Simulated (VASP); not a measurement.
Input:

```yaml
crystal:
  lattice:
    - [0.00000, 2.35550, 2.35550]
    - [2.35550, 0.00000, 2.35550]
    - [2.35550, 2.35550, 0.00000]
  atoms:
    - { symbol: Zr, position: [0.00000, 0.00000, 0.00000] }
    - { symbol: C, position: [0.50000, 0.50000, 0.50000] }
```

Calculation: PBE GGA, VASP's PBE PAW potentials (set 64) (plane waves; VASP). Numerical set-up: 520 eV cut-off, Gaussian smearing of 0.050 eV, potentials Zr_sv C.

Task: Give the energies of bands 6 to 11 at the high-symmetry points, in eV from the Fermi level.

Result: 
```tsv
band	Γ	X	U	L	W
6	0.90	-2.10	-3.06	-5.30	-2.66
7	0.90	-1.77	-2.32	-2.94	-2.37
8	0.90	0.02	-1.59	-2.94	-2.37
9	1.06	0.02	1.46	4.43	3.23
10	1.06	4.38	4.81	4.43	3.23
11	1.06	5.58	5.32	5.25	5.59
```

It has no gap at this level: it comes out as a metal or semimetal.

The structure was generated: ZrC was put into the rock salt type (Fm-3m), which need not be its known phase. It was relaxed first, which changed the volume by -34 %.
